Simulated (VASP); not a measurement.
Input:

```xyz
17
Lattice="4.9723 0.0000 0.0000 2.4861 4.3061 0.0000 0.0000 0.0000 20.0737" Properties=species:S:1:pos:R:3 pbc="T T T"
Ni     0.0000     0.0000     6.9919
Ni     2.4861     0.0000     6.9919
Ni     1.2431     2.1531     6.9919
Ni     3.7292     2.1531     6.9919
Ni     1.2431     0.7177     9.0219
Ni     3.7292     0.7177     9.0219
Ni     2.4862     2.8708     9.0219
Ni     4.9723     2.8708     9.0219
Ni     0.0000     1.4354    11.0518
Ni     2.4861     1.4354    11.0518
Ni     1.2431     3.5884    11.0518
Ni     3.7292     3.5884    11.0518
Ni     0.0000     0.0000    13.0817
Ni     2.4861     0.0000    13.0817
Ni     1.2431     2.1531    13.0817
Ni     3.7292     2.1531    13.0817
S      1.2431     0.7177    14.4542
```
Starting moments (μB, in the order of the record's atoms Ni Ni Ni Ni Ni Ni Ni Ni Ni Ni Ni Ni Ni Ni Ni Ni S): 0.8 0.8 0.8 0.8 0.8 0.8 0.8 0.8 0.8 0.8 0.8 0.8 0.8 0.8 0.8 0.8 0.0.

The numbers are results of PBE GGA, VASP's PBE PAW potentials (set 64) (plane waves; VASP), not measurements. Numerical set-up: PREC = Normal, EDIFF = 1E-5, 400 eV cut-off, 6×6×1 Γ-centred mesh, first-order Methfessel-Paxton smearing of 0.10 eV, potentials Ni S.

The moments were started parallel, and other spin orders were not tried in this run.

Q: The ions are relaxed. Which structure does the run end with?

A: 
```xyz
17
Lattice="4.9723 0.0000 0.0000 2.4861 4.3061 0.0000 0.0000 0.0000 20.0737" Properties=species:S:1:pos:R:3 pbc="T T T"
Ni     0.0012     0.0007     7.0100
Ni     2.4849     0.0007     7.0100
Ni     1.2431     2.1517     7.0100
Ni     3.7292     2.1531     6.9914
Ni     1.2431     0.7177     9.0238
Ni     3.7292     0.7194     9.0000
Ni     2.4876     2.8699     9.0000
Ni     4.9708     2.8699     9.0000
Ni     4.9688     1.4374    11.0301
Ni     2.4897     1.4374    11.0301
Ni     6.2154     3.5884    11.0202
Ni     3.7292     3.5844    11.0301
Ni     7.4270     4.2880    13.0698
Ni     5.0038     4.2880    13.0698
Ni     6.2154     2.1894    13.0698
Ni     3.7292     2.1531    13.0536
S      1.2431     0.7177    14.6248
``` The cell ends with 10.96 μB, on the sites 0.71 0.71 0.71 0.76 0.76 0.74 0.74 0.74 0.72 0.72 0.58 0.72 0.56 0.56 0.56 0.74 0.09 μB.

Q: How much energy does the relaxation gain?

A: The energy (σ→0) changes by -27.2 meV/atom, in 12 ionic steps.

```
step  E(σ→0) (eV)  max force (eV/Å)  pressure (GPa)  volume (Å³)
----  -----------  ----------------  --------------  -----------
1        -88.1444             4.169            0.41       429.81
2        -88.3986             1.606           -1.00       429.81
3        -88.5706             0.413           -0.67       429.81
4        -88.5938             0.226           -0.74       429.81
5        -88.6029             0.116           -0.80       429.81
6        -88.6048             0.072           -0.83       429.81
7        -88.6050             0.072           -0.83       429.81
8        -88.6051             0.060           -0.83       429.81
9        -88.6060             0.037           -0.84       429.81
10       -88.6060             0.058           -0.82       429.81
11       -88.6060             0.049           -0.84       429.81
12       -88.6064             0.017           -0.86       429.81
```

The cell is a thin slab with vacuum, built from Ni (fcc): (111) face, S adsorbed.
